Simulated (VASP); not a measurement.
Input:

```yaml
crystal:
  lattice:
    - [0.00000, 3.24427, 3.24427]
    - [3.24427, 0.00000, 3.24427]
    - [3.24427, 3.24427, 0.00000]
  atoms:
    - { symbol: Ba, position: [0.00000, 0.00000, 0.00000] }
    - { symbol: S, position: [0.50000, 0.50000, 0.50000] }
```

Computed with PBE GGA, VASP's PBE PAW potentials (set 64) (plane waves; VASP 6.6.1). Settings: 480 eV cut-off, 8×8×8 Γ-centred mesh, Gaussian smearing of 0.050 eV, potentials Ba_sv S.

Q: What does the run give for the energy per atom (σ→0)?

A: 
| Property | Result |
|---|---|
| energy per atom (σ→0) | -5096 meV/atom |

The absolute energy has meaning only against runs of the same code, potentials and settings.

The compound is BaS in the rock salt structure. This cell was strained or had an atom moved on purpose.
